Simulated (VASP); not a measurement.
Here is the system:

```
CELL_PARAMETERS angstrom
      0.00000     1.75321     1.75321
      1.75321     0.00000     1.75321
      1.75321     1.75321     0.00000
ATOMIC_POSITIONS crystal
  C  0.00000 0.00000 0.00000
  C  0.25000 0.25000 0.25000
```

All values below come from PBEsol GGA, VASP's PBE PAW potentials (set 64) (plane waves; VASP 6.6.1). Settings: 620 eV cut-off, 13×13×13 Γ-centred mesh, Gaussian smearing of 0.050 eV, potentials C.

Question: The ions, cell shape and volume at an external pressure of 30.0 GPa are relaxed. Which structure does the run end with?

Answer: 
```
CELL_PARAMETERS angstrom
      0.00000     1.74244     1.74244
      1.74244     0.00000     1.74244
      1.74244     1.74244     0.00000
ATOMIC_POSITIONS crystal
  C  0.00000 0.00000 0.00000
  C  0.25000 0.25000 0.25000
```
Space group Fd-3m (227), at a tolerance of 0.03 Å.

Question: How do energy and volume change from the first to the last step?

Answer: The energy (σ→0) changes by +15.3 meV/atom and the volume by -1.8 %, in 3 ionic steps.

| step | E(σ→0) (eV) | max force (eV/Å) | pressure (GPa) | volume (Å³) |
|---|---|---|---|---|
| 1 | -19.2264 | 0.000 | 19.96 | 10.78 |
| 2 | -19.1182 | 0.000 | 47.96 | 10.26 |
| 3 | -19.1958 | 0.000 | 29.92 | 10.58 |

The compound is C in the diamond structure. This run relaxes it under an external pressure of 30 GPa. Symmetry was kept, so distortions that lower it aren't found.
